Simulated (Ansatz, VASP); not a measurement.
# MgO (Periclase) in two plane-wave programs, part 2 of 2

One calculation is typed for both programs; each brings its own data sets. How far apart do they land?  Valence electrons are named where the data sets of a main pair hold unlike numbers.

VASP 6.6.1 and Ansatz 0.2.0.

So far. Step 2 (VASP: band structure, LDA): The PAW data sets were made with PBE, though LDA sets exist; pressures can shift by 1 GPa and more with it. At this level the cell is under a tension of 6.4 GPa, so at these settings it is away from equilibrium. Step 4 (Side by side): Among the levels compared at these points, filled levels agree within 34 meV and empty ones within 40 meV. Ansatz's pressure holds a Pulay correction of 0.83 GPa; VASP's holds none.

The database entry behind the starting cell differs from later determinations by our own check (about 0.1 % long), so it need not match the best structure at ambient conditions.

## Step 5: VASP: band structure, PBEsol

Level of this step: PBEsol; plane waves and PAW (Mg, O) (VASP).

The same path points are solved in both programs, so levels can be compared one by one.

Input file INCAR:

```
SYSTEM = MgO
PREC = Accurate
ENCUT = 520
EDIFF = 1E-06
NELM = 100
ISMEAR = 0
SIGMA = 0.02
LREAL = .FALSE.
ALGO = Normal
GGA = PS
NBANDS = 16
LORBIT = 11
LWAVE = .FALSE.
LCHARG = .FALSE.
KPAR = 4
```

Input file POSCAR:

```
MgO
1.0
    0.0000000000      2.1085000000      2.1085000000
    2.1085000000      0.0000000000      2.1085000000
    2.1085000000      2.1085000000      0.0000000000
Mg O
1 1
Direct
    0.0000000000      0.0000000000      0.0000000000
    0.5000000000      0.5000000000      0.5000000000
```

Input file KPOINTS:

```
Automatic mesh
0
Gamma
6 6 6
0 0 0
```

Input file KPOINTS_OPT:

```
Line mode
16
Line-mode
Reciprocal
  0.00000000   0.00000000   0.00000000 GAMMA
  0.50000000   0.00000000   0.50000000 X

  0.50000000   0.00000000   0.50000000 X
  0.50000000   0.25000000   0.75000000 W

  0.50000000   0.25000000   0.75000000 W
  0.37500000   0.37500000   0.75000000 K

  0.37500000   0.37500000   0.75000000 K
  0.00000000   0.00000000   0.00000000 GAMMA

  0.00000000   0.00000000   0.00000000 GAMMA
  0.50000000   0.50000000   0.50000000 L

  0.50000000   0.50000000   0.50000000 L
  0.62500000   0.25000000   0.62500000 U

  0.62500000   0.25000000   0.62500000 U
  0.50000000   0.25000000   0.75000000 W

  0.50000000   0.25000000   0.75000000 W
  0.50000000   0.50000000   0.50000000 L

  0.50000000   0.50000000   0.50000000 L
  0.37500000   0.37500000   0.75000000 K

  0.62500000   0.25000000   0.62500000 U
  0.50000000   0.00000000   0.50000000 X
```

The projector-augmented-wave data sets are Mg and O (PBE family, release 64).

Run with:

```
$ mpirun -np 4 vasp_std
```

Numbers of over 12 decimals in the logs are rounded to 6 here.

Output:

```text
[banner, memory and clock lines left out]
running    4 mpi-ranks, on    1 nodes
[...]
[... a notice as in an earlier step ...]

 LDA part: xc-table for (Slater+PW92), standard interpolation
 POSCAR, INCAR and KPOINTS ok, starting setup
[...]
entering main loop
       N       E                     dE             d eps       ncg     rms          rms(c)
DAV:   1     0.130050208991E+02    0.13005E+02   -0.42911E+03   592   0.441E+02
DAV:   2    -0.134097348707E+02   -0.26415E+02   -0.25816E+02   696   0.112E+02
DAV:   3    -0.138962096455E+02   -0.48647E+00   -0.48626E+00   600   0.118E+01
DAV:   4    -0.138971841019E+02   -0.97446E-03   -0.97445E-03   688   0.590E-01
[...]
DAV:  10    -0.125119330496E+02    0.11540E-03   -0.34981E-04   624   0.113E-01    0.742E-03
DAV:  11    -0.125119351339E+02   -0.20843E-05   -0.88557E-06   616   0.146E-02    0.396E-03
DAV:  12    -0.125119353640E+02   -0.23000E-06   -0.21515E-07   384   0.283E-03
   1 F= -.12511935E+02 E0= -.12511935E+02  d E =-.205389E-14
 Start KPOINTS_OPT (optional k-point list driver)
k-point batch [1-16\160]
       N       E                     dE             ncg
DAV:   1     0.221112779165E+03   -0.33796E+04      560
DAV:   2    -0.246397060249E+03   -0.46751E+03      680
DAV:   3    -0.257123748203E+03   -0.10727E+02      600
DAV:   4    -0.257144809273E+03   -0.21061E-01      688
DAV:   5    -0.257144872887E+03   -0.63614E-04      600
DAV:   6    -0.257144873135E+03   -0.24763E-06      624
[...]
k-point batch [145-160\160]
       N       E                     dE             ncg
DAV:   1     0.132060103866E+03   -0.58748E+04      544
DAV:   2    -0.328627084853E+03   -0.46069E+03      688
DAV:   3    -0.337973369619E+03   -0.93463E+01      680
DAV:   4    -0.337995354390E+03   -0.21985E-01      664
DAV:   5    -0.337995422060E+03   -0.67670E-04      680
DAV:   6    -0.337995422296E+03   -0.23658E-06      616
```

Parts of OUTCAR (step 5):

```text
  Total       -0.0978638     -0.0978638     -0.0978638     -0.0000000     -0.0000000      0.0000000
  in kB       -8.3633843     -8.3633843     -8.3633843     -0.0000000     -0.0000000      0.0000000
  external PRESSURE =      -8.3633843 kB  Pullay stress =       0.0000000 kB

 POSITION                                       TOTAL-FORCE (eV/Angst)
 -----------------------------------------------------------------------------------
      0.00000      0.00000      0.00000        -0.000000     -0.000000     -0.000000
      2.10850      2.10850      2.10850         0.000000      0.000000      0.000000
 -----------------------------------------------------------------------------------
    total drift:                               -0.000000     -0.000000      0.000000

  FREE ENERGIE OF THE ION-ELECTRON SYSTEM (eV)
  ---------------------------------------------------
  free  energy   TOTEN  =       -12.5119353640 eV

  energy  without entropy=      -12.5119353640  energy(sigma->0) =      -12.51193536

[... 2 parts as in an earlier step ...]

[... 1 further part left out ...]
[key lines of the parts left out:]
E-fermi :   3.1418
```

The PAW data sets were made with PBE, which is usual practice but a small mismatch for other functionals.

## Step 6: Ansatz: band structure, PBEsol

The same cell, functional, mesh and smearing now go to Ansatz, which takes its cutoff from its data sets.

Input file input.yaml:

```yaml
crystal:
  lattice:
    - [0.0, 2.1085, 2.1085]
    - [2.1085, 0.0, 2.1085]
    - [2.1085, 2.1085, 0.0]
  atoms:
    - { symbol: Mg, position: [0.0, 0.0, 0.0] }
    - { symbol: O, position: [0.5, 0.5, 0.5] }
hamiltonian:
  xc: pbesol
  pseudopotentials: { kind: paw }
kpoints:
  mp_grid: { grid: [6, 6, 6] }
  band_path:
    path:
      - [0.0, 0.0, 0.0]
      - [0.16667, 0.0, 0.16667]
      - [0.33333, 0.0, 0.33333]
      - [0.5, 0.0, 0.5]
      - [0.5, 0.08333, 0.58333]
      - [0.5, 0.18333, 0.68333]
      - [0.5, 0.25, 0.75]
      - [0.45, 0.3, 0.75]
      - [0.40833, 0.34167, 0.75]
      - [0.35, 0.35, 0.7]
      - [0.225, 0.225, 0.45]
      - [0.075, 0.075, 0.15]
      - [0.03333, 0.03333, 0.03333]
      - [0.23333, 0.23333, 0.23333]
      - [0.4, 0.4, 0.4]
      - [0.51667, 0.46667, 0.51667]
      - [0.55833, 0.38333, 0.55833]
      - [0.60833, 0.28333, 0.60833]
      - [0.60833, 0.25, 0.64167]
      - [0.55833, 0.25, 0.69167]
      - [0.51667, 0.25, 0.73333]
      - [0.5, 0.3, 0.7]
      - [0.5, 0.38333, 0.61667]
      - [0.5, 0.48333, 0.51667]
      - [0.475, 0.475, 0.55]
      - [0.425, 0.425, 0.65]
      - [0.38333, 0.38333, 0.73333]
      - [0.59167, 0.18333, 0.59167]
      - [0.55, 0.1, 0.55]
      - [0.5, 0.0, 0.5]
    npoints: 1
scf:
  occupations: { method: gaussian, width: 0.02 }
  n_extra_bands: 7
output:
  forces: true
  stress: true
  eigenvalues: true
```

Run with:

```
$ ansatz run input.yaml --threads 2 --pin off --max-ram 4608MiB --backend cpu --events-out ev --progress --plain --runs-dir out
```

Output:

```text
[...]
Crystal: 2 atoms, lattice volume = 18.748 Å³
Basis set: ecut = 420 eV, 339 PW (Γ), exchange–correlation on 40×40×40 points (8 copies of the dense FFT grid, shifted against one another)
Bands: 15, of which v1, the nominal top of the filled ones, is band 8 counted from 1 (7 counted from 0)
Symmetry: 48 space group operations
[...]
k-points: 16 of 216
[...]
k-point 0: bands = [... 4 lower, -9.2058, 7.9708, 7.9708, 7.9708, 12.5706, 23.6252, 23.6252, 23.6252, ... 3 higher]
  k-point 1: bands = [... 4 lower, -8.9102, 6.4430, 7.7958, 7.7958, 13.9994, 21.2613, 24.1906, 24.1906, ... 3 higher]
  k-point 2: bands = [... 4 lower, -8.2466, 4.2694, 7.4700, 7.4700, 15.4894, 20.1303, 24.3925, 24.3925, ... 3 higher]
  k-point 15: bands = [... 4 lower, -7.5941, 4.3961, 5.7174, 6.2903, 18.3567, 19.2498, 20.2821, 24.3075, ... 3 higher]
[key lines of the parts left out:]
SCF converged after 6 iterations
Free energy (F): -2475.870966 eV
Fermi energy:    10.270769 eV
P = ⅓ Tr σ = -0.3324 GPa (-3.324 kbar)
```

Wall time 0.46 s (2 threads of Arm Neoverse V2, shared host); peak memory 0.24 GiB.

## Step 7: Side by side

What differs besides the data sets and the points named for the pairs above, as far as they apply: the data sets hold 16 valence electrons in Ansatz (on its default PAW (the set named soft_2) files) and 8 in VASP; VASP leaves aspherical gradient terms in its spheres out (LASPH is not set), Ansatz keeps them. Total energies have different zeros and are not compared.

The two programs side by side:

```
                                        quantity  Ansatz   VASP  difference
                                  pressure (GPa)   -0.33  -0.84       +0.50
pressure without Ansatz's Pulay correction (GPa)   -0.98  -0.84       -0.14
                   gap over the path points (eV)   4.600  4.600       0.000
```

Levels at points of the path, from each program's valence-band top (eV; 3 filled, then empty):

```
k (reciprocal lattice)                         Ansatz                           VASP
     0.000 0.000 0.000      0.00 0.00 0.00 4.60 15.65      0.00 0.00 0.00 4.60 15.61
     0.167 0.000 0.167   -1.61 -0.39 -0.39 6.51 12.54   -1.61 -0.39 -0.39 6.51 12.51
     0.333 0.000 0.333    -3.46 -1.06 -1.06 9.16 9.86    -3.48 -1.07 -1.07 9.16 9.83
     0.500 0.000 0.500    -4.10 -1.35 -1.35 8.95 9.83    -4.13 -1.36 -1.36 8.92 9.84
     0.500 0.083 0.583   -3.96 -1.62 -1.47 9.37 10.25   -4.00 -1.63 -1.47 9.34 10.26
     0.500 0.183 0.683  -3.47 -2.40 -1.72 10.61 11.50  -3.50 -2.42 -1.72 10.60 11.51
     0.500 0.250 0.750  -2.97 -2.97 -1.78 11.48 11.48  -2.99 -2.99 -1.79 11.47 11.47
     0.450 0.300 0.750  -3.31 -2.73 -1.57 10.71 11.84  -3.33 -2.75 -1.57 10.70 11.85
     0.408 0.342 0.750  -3.47 -2.72 -1.25 10.11 11.68  -3.50 -2.73 -1.26 10.09 11.69
     0.350 0.350 0.700  -3.26 -3.06 -1.06 10.09 12.10  -3.29 -3.08 -1.07 10.08 12.11
```

Among the levels compared at these points, filled levels agree within 32 meV and empty ones within 42 meV. Ansatz's pressure holds a Pulay correction of 0.65 GPa; VASP's holds none.

## Step 8: VASP: band structure, r2SCAN

The same path points are solved in both programs, so levels can be compared one by one.

INCAR, as its differences from that of step 5:

```diff
@@ -9,3 +9,4 @@
 ALGO = Normal
-GGA = PS
+METAGGA = R2SCAN
+LASPH = .TRUE.
 NBANDS = 16
```

POSCAR is that of step 5.

KPOINTS is that of step 5.

KPOINTS_OPT is that of step 5.

Run with:

```
$ mpirun -np 4 vasp_std
```

Output:

```text
[banner, memory and clock lines left out]
running    4 mpi-ranks, on    1 nodes
[...]
[... a notice as in an earlier step ...]

 LDA part: xc-table for (None), standard interpolation
 POSCAR, INCAR and KPOINTS ok, starting setup
[...]
entering main loop
       N       E                     dE             d eps       ncg     rms          rms(c)
DAV:   1     0.852708712883E+01    0.85271E+01   -0.44151E+03   592   0.454E+02
DAV:   2    -0.193292378197E+02   -0.27856E+02   -0.27234E+02   696   0.118E+02
DAV:   3    -0.198472397390E+02   -0.51800E+00   -0.51776E+00   608   0.124E+01
DAV:   4    -0.198484154957E+02   -0.11758E-02   -0.11758E-02   664   0.664E-01
[...]
DAV:  11    -0.161590840580E+02   -0.19361E-04   -0.10723E-04   616   0.482E-02    0.109E-02
DAV:  12    -0.161590891416E+02   -0.50835E-05   -0.38322E-06   624   0.102E-02    0.702E-03
DAV:  13    -0.161590881862E+02    0.95534E-06   -0.13069E-06   368   0.644E-03
   1 F= -.16159088E+02 E0= -.16159088E+02  d E =-.300876E-23
 Start KPOINTS_OPT (optional k-point list driver)
k-point batch [1-16\160]
       N       E                     dE             ncg
DAV:   1     0.177334505918E+03   -0.34234E+04      560
DAV:   2    -0.314945741684E+03   -0.49228E+03      672
DAV:   3    -0.326192683335E+03   -0.11247E+02      616
DAV:   4    -0.326216603439E+03   -0.23920E-01      696
DAV:   5    -0.326216688434E+03   -0.84995E-04      568
DAV:   6    -0.326216688816E+03   -0.38197E-06      680
[...]
k-point batch [145-160\160]
       N       E                     dE             ncg
DAV:   1     0.844800810647E+02   -0.59224E+04      544
DAV:   2    -0.398461784375E+03   -0.48294E+03      680
DAV:   3    -0.408056839055E+03   -0.95951E+01      680
DAV:   4    -0.408081020137E+03   -0.24181E-01      640
DAV:   5    -0.408081104155E+03   -0.84018E-04      688
DAV:   6    -0.408081104488E+03   -0.33328E-06      608
```

OUTCAR, selected parts (step 8):

```text
  Total       -0.3064109     -0.3064109     -0.3064109      0.0000000      0.0000000      0.0000000
  in kB      -26.1856834    -26.1856834    -26.1856834      0.0000000      0.0000000      0.0000000
  external PRESSURE =     -26.1856834 kB  Pullay stress =       0.0000000 kB

 POSITION                                       TOTAL-FORCE (eV/Angst)
 -----------------------------------------------------------------------------------
      0.00000      0.00000      0.00000        -0.000000      0.000000      0.000000
      2.10850      2.10850      2.10850         0.000000     -0.000000     -0.000000
 -----------------------------------------------------------------------------------
    total drift:                               -0.000000     -0.000000      0.000000

  FREE ENERGIE OF THE ION-ELECTRON SYSTEM (eV)
  ---------------------------------------------------
  free  energy   TOTEN  =       -16.1590881862 eV

  energy  without entropy=      -16.1590881862  energy(sigma->0) =      -16.15908819

[... 2 parts as in an earlier step ...]

[... 1 further part left out ...]
[key lines of the parts left out:]
E-fermi :   2.8854
```

At this level the cell is under a tension of 2.6 GPa, so at these settings it is away from equilibrium.

## Step 9: Ansatz: band structure, r2SCAN

The same cell, functional, mesh and smearing now go to Ansatz, which takes its cutoff from its data sets.

input.yaml, as its differences from that of step 6:

```diff
@@ -9,3 +9,3 @@
 hamiltonian:
-  xc: pbesol
+  xc: r2scan
   pseudopotentials: { kind: paw }
```

Run with:

```
$ ansatz run input.yaml --threads 2 --pin off --max-ram 4608MiB --backend cpu --events-out ev --progress --plain --runs-dir out
```

Output:

```text
[...]
Crystal: 2 atoms, lattice volume = 18.748 Å³
Basis set: ecut = 500 eV, 531 PW (Γ), exchange–correlation on 96×96×96 points (64 copies of the dense FFT grid, shifted against one another)
Bands: 15, of which v1, the nominal top of the filled ones, is band 8 counted from 1 (7 counted from 0)
Symmetry: 48 space group operations
[...]
k-points: 16 of 216
[...]
k-point 0: bands = [... 4 lower, -10.5093, 7.6757, 7.6757, 7.6757, 13.2686, 24.4789, 24.4789, 24.4789, ... 3 higher]
  k-point 1: bands = [... 4 lower, -10.2237, 6.2047, 7.4978, 7.4978, 14.6827, 22.1691, 25.0856, 25.0856, ... 3 higher]
  k-point 2: bands = [... 4 lower, -9.5897, 4.0383, 7.1639, 7.1639, 16.2457, 21.0822, 25.3727, 25.3727, ... 3 higher]
  k-point 15: bands = [... 4 lower, -8.9757, 4.1426, 5.4462, 6.0090, 19.1885, 20.2408, 21.2530, 25.3740, ... 3 higher]
[key lines of the parts left out:]
SCF converged after 6 iterations
Free energy (F): -2498.333973 eV
Fermi energy:    10.472203 eV
P = ⅓ Tr σ = -1.4657 GPa (-14.657 kbar)
```

Run time: 0.86 s. Hardware: 2 threads; peak memory 0.3 GiB.

## Step 10: Differences

What differs besides the data sets and the points named for the pairs above, as far as they apply: VASP keeps PBE cores, Ansatz makes them for the functional; the data sets hold 16 valence electrons in Ansatz (on its default PAW (the set named soft_2) files) and 8 in VASP; the cutoff is 500 eV in Ansatz and 520 eV in VASP. Total energies have different zeros and are not compared.

Both answers:

```
                                        quantity  Ansatz   VASP  difference
                                  pressure (GPa)   -1.47  -2.62       +1.15
pressure without Ansatz's Pulay correction (GPa)   -1.54  -2.62       +1.08
                   gap over the path points (eV)   5.593  5.568      +0.025
```

Levels at points of the path, from each program's valence-band top (eV; 3 filled, then empty):

```
k (reciprocal lattice)                         Ansatz                           VASP
     0.000 0.000 0.000      0.00 0.00 0.00 5.59 16.80      0.00 0.00 0.00 5.57 16.81
     0.167 0.000 0.167   -1.55 -0.39 -0.39 7.50 13.69   -1.55 -0.39 -0.39 7.47 13.69
     0.333 0.000 0.333  -3.41 -1.06 -1.06 10.29 10.97  -3.43 -1.07 -1.07 10.26 10.96
     0.500 0.000 0.500  -4.06 -1.36 -1.36 10.04 11.08  -4.09 -1.37 -1.37 10.03 11.02
     0.500 0.083 0.583  -3.92 -1.61 -1.47 10.47 11.51  -3.95 -1.63 -1.47 10.46 11.44
     0.500 0.183 0.683  -3.43 -2.37 -1.70 11.75 12.80  -3.45 -2.39 -1.71 11.74 12.74
     0.500 0.250 0.750  -2.93 -2.93 -1.76 12.68 12.68  -2.95 -2.95 -1.77 12.67 12.67
     0.450 0.300 0.750  -3.27 -2.69 -1.56 11.86 13.15  -3.29 -2.71 -1.56 11.85 13.10
     0.408 0.342 0.750  -3.43 -2.68 -1.26 11.24 12.97  -3.45 -2.69 -1.26 11.22 12.92
     0.350 0.350 0.700  -3.22 -3.01 -1.08 11.22 13.42  -3.25 -3.03 -1.08 11.20 13.37
```

Among the levels compared at these points, filled levels agree within 29 meV and empty ones within 63 meV. Ansatz's pressure holds a Pulay correction of 0.08 GPa; VASP's holds none.

## Step 11: Other set-ups

Further runs change the set-up of one program: Ansatz's method, potentials or start, or VASP's data sets, cutoff or form of LDA. The table gives Ansatz less VASP for each quantity, since a change that brings one quantity closer may part another.

```
                                        run  pressure (GPa)  gap over the path points (eV)  pressure without Ansatz's Pulay correction (GPa)
                                   as above             1.2                          0.025                                               1.1
                       cores kept as stored             1.1                          0.026                                               1.1
    Ansatz's larger PAW set (cutoff 900 eV)             1.1                          0.023                                               1.1
norm-conserving potentials (cutoff 1290 eV)             1.2                          0.022
```

## Step 12: Results

| Property | Result |
| --- | --- |
| largest difference of a filled level at the path points (band structure, LDA) | 34 meV |
| largest difference of a filled level at the path points (band structure, PBEsol) | 32 meV |
| difference in pressure (band structure, PBEsol) | 0.50 GPa |
| difference in pressure (band structure, r2SCAN) | 1.2 GPa |

In words: The difference in pressure is 1.2 GPa (band structure, r2SCAN), beyond the 1 GPa picked in this series as the mark of a large difference. The data sets hold unlike numbers of valence electrons (16 in Ansatz and 8 in VASP), so part of the differences comes from the potentials. For band structure, r2SCAN, no further run moves any of the tabulated differences by more than a quarter of its size. 2 further runs of this series are not shown here. Such differences can come from data sets, numerical settings and the points named under the comparisons, not from the functional's error against experiment.

[Lines on the potential files, build, host, timing and source positions are cut from VASP's logs without a mark.]

[Logs are printed without paths, hosts, clocks, repeated set-up lines and the standing remarks that a program may print on its own settings, such as how far it seeks lower states.]

[Hosts, paths, dates, database ids (printed as entryN), source tags and the programs' standing remarks are cut or masked in the printed files.]
